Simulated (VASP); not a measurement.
Here is the system:

```
BP
1.0
    0.00000     2.23200     2.26599
    2.23200     0.00000     2.26599
    2.23200     2.23200     0.00000
B P
1 1
Direct
  0.00000   0.00000   0.00000
  0.25000   0.25000   0.25000
```

These are r2SCAN meta-GGA, VASP's PBE PAW potentials (set 64) (plane waves; VASP) values and carry that method's errors. Settings: 600 eV cut-off, 10×10×10 Γ-centred mesh, Gaussian smearing of 0.050 eV, potentials B P.

Question: What does the run give for the energy per atom (σ→0), pressure?

Answer: 
```json
{
 "energy per atom (σ→0)": "-8.649 eV/atom",
 "pressure": "5.46 GPa"
}
```

Total energies compare only between runs with the same potentials, cut-off and functional.

The compound is BP in the zinc blende structure. This cell was strained or had an atom moved on purpose.
